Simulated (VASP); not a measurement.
CeO₂ has the cubic space group Fm-3m (No. 225), the fluorite structure, Pearson symbol cF12. Cell: a = 5.435 Å, b = 5.435 Å, c = 5.435 Å, α = 90.00°, β = 90.00°, γ = 90.00°. Ce on 4a has 8 O at 2.353 Å (cubic). O on 8c is coordinated by 4 Ce at 2.353 Å (tetrahedral). (Neighbours: up to the widest gap in distance over summed covalent radii, below 1.35, at either atom; cation-cation and far metal-metal contacts left out.)
(The calculation used a cell of 3 atoms; values per cell refer to that cell.)

The numbers are results of r2SCAN meta-GGA, VASP's PBE PAW potentials (set 64) (plane waves; VASP), not measurements. Numerical set-up: 600 eV cut-off, 6×6×6 Γ-centred mesh, Gaussian smearing of 0.050 eV, potentials Ce O.

Each relaxation starts from this cell; other phases were not tried.

Task: The cell is relaxed at 1 GPa. What happens?

Result: The volume per atom goes from 13.38 to 13.31 Å³ (-0.5 %), and the cell becomes a = 5.426 Å, b = 5.426 Å, c = 5.426 Å, α = 90.00°, β = 90.00°, γ = 90.00°, space group Fm-3m. The gap on the mesh goes from 2.28 to 2.30 eV.

Task: The cell is relaxed at 2 GPa. What happens?

Result: The volume per atom goes from 13.38 to 13.25 Å³ (-1.0 %), and the cell becomes a = b = c = 5.4168 Å, α = β = γ = 90.00°, space group Fm-3m. The gap on the mesh goes from 2.28 to 2.32 eV.

Failed runs are left out, and for metals the shear rows, which the mesh's noise covers.

The compound is CeO2 in the fluorite structure. The run is not spin-polarised, so no magnetic state was tried.
